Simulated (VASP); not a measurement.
## HfIn4SiO6 and the effect of the functional

The cell as given:

```cif
data_structure
_symmetry_space_group_name_H-M 'C2'
_symmetry_Int_Tables_number 5
_cell_length_a 5.4317
_cell_length_b 9.4071
_cell_length_c 7.6361
_cell_angle_alpha 90.000
_cell_angle_beta 104.070
_cell_angle_gamma 90.000
_cell_volume 378.48
loop_
_atom_site_label
_atom_site_type_symbol
_atom_site_symmetry_multiplicity
_atom_site_Wyckoff_symbol
_atom_site_fract_x
_atom_site_fract_y
_atom_site_fract_z
_atom_site_occupancy
Hf1 Hf 2 a 0.50000 0.71165 0.00000 1
In1 In 2 b 0.50000 0.87825 0.50000 1
In2 In 2 a 0.50000 0.04498 0.00000 1
In3 In 2 b 0.50000 0.21593 0.50000 1
In4 In 2 b 0.50000 0.54186 0.50000 1
Si1 Si 2 a 0.50000 0.37832 0.00000 1
O1 O 4 c 0.08817 0.02598 0.86666 1
O2 O 4 c 0.66637 0.87147 0.86663 1
O3 O 4 c 0.39116 0.23763 0.13333 1
```

The cell comes from a database or a generator and needn't be the stable form of this composition.

Kept alike: task relaxation of cell and atoms; k mesh 6 × 6 × 4; occupations fermi-dirac, width 0.05 eV; no spin polarisation. Program: VASP, PBE PAW files Hf_pv, In_d, O, Si, 600 eV. The mesh is that of the run's cell of 12 atoms. No spin-orbit coupling.

```csv
functional,volume (Å³/atom),first edge of the run's cell (Å),third edge of the run's cell (Å)
SCAN,14.991,5.356,7.468
optB88-vdW,15.447,5.421,7.512
r2SCAN,15.096,5.372,7.476
rev-vdW-DF2,15.273,5.405,7.473
vdW-DF-cx,15.022,5.380,7.419
```

For a metal such a mesh leaves the last digits unconverged. Relaxations stop with a little pressure left, so the last digits of a volume or edge aren't settled. All rows use potentials made for PBE.

Problem. What does the functional change here?

Solution. The volume runs from 14.991 (SCAN) to 15.447 Å³/atom (optB88-vdW). The first edge of the run's cell runs from 5.356 (SCAN) to 5.421 Å (optB88-vdW). The third edge of the run's cell runs from 7.419 (vdW-DF-cx) to 7.512 Å (optB88-vdW).
